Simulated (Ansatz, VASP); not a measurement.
TaRu in VASP and in Ansatz

Contents of INCAR:

```
SYSTEM = TaRu
PREC = Accurate
ENCUT = 600
EDIFF = 1E-6
ISMEAR = -1
SIGMA = 0.15
LREAL = .FALSE.
LASPH = .TRUE.
NELM = 100
ALGO = Fast
ISIF = 3
LWAVE = .FALSE.
LCHARG = .FALSE.
GGA = CA
IBRION = 2
NSW = 80
EDIFFG = -0.001
```

KPOINTS

```
Automatic mesh
0
G
  14 14 14
  0 0 0
```

File POSCAR:

```
TaRu
1.0
    3.1182078097      0.0000000000      0.0000000000
    0.0000000000      3.1182078097      0.0000000000
    0.0000000000      0.0000000000      3.1182078097
Ta Ru
1 1
Direct
    0.5000000000      0.5000000000      0.5000000000
    0.0000000000      0.0000000000      0.0000000000
```

Input for Ansatz:

```yaml
crystal:
  lattice:
    - [3.1182078097, 0.0, 0.0]
    - [0.0, 3.1182078097, 0.0]
    - [0.0, 0.0, 3.1182078097]
  atoms:
    - { symbol: Ta, position: [0.5, 0.5, 0.5] }
    - { symbol: Ru, position: [0.0, 0.0, 0.0] }
basis:
  ecutwfc: 420
kpoints:
  mp_grid: { grid: [14, 14, 14] }
hamiltonian:
  xc: lda
scf:
  occupations: { method: fermi_dirac, width: 0.15 }
output:
  forces: true
  stress: true
  eigenvalues: true
relax:
  adjacent_minimum: "off"
  f_tol: 0.001
  max_steps: 60
  cell: { stress_tol: 0.01 }
```

Alike in both runs: task relaxation of cell and atoms; functional LDA; k mesh 14 × 14 × 14; occupations fermi-dirac, width 0.15 eV; no spin polarisation.

|  | VASP | Ansatz |
| --- | --- | --- |
| version | VASP 6.6.1 | Ansatz 0.2.0 |
| potentials or method | VASP PAW LDA potentials, release 64 (Ta_pv, Ru_pv) | scalar-relativistic, plane waves, PAW |
| plane-wave cutoff (eV) | 600 | 420 |
| valence electrons in the cell | 25 | 29 |

```tsv
	VASP	Ansatz	Ansatz less VASP
gap on the k mesh at the Fermi level, each at its own relaxed structure (eV)	none	none	-
relaxed volume (Å³/atom)	15.25	15.19	-0.056
relaxed cell length with the largest relative difference (Å)	3.124	3.121	-0.0038
```

A gap of «none» marks a metal or a gap that the smearing closes. The two sets of potentials don't hold the same shells in valence.

Spin-orbit coupling is left out, which matters for the levels of Ta.
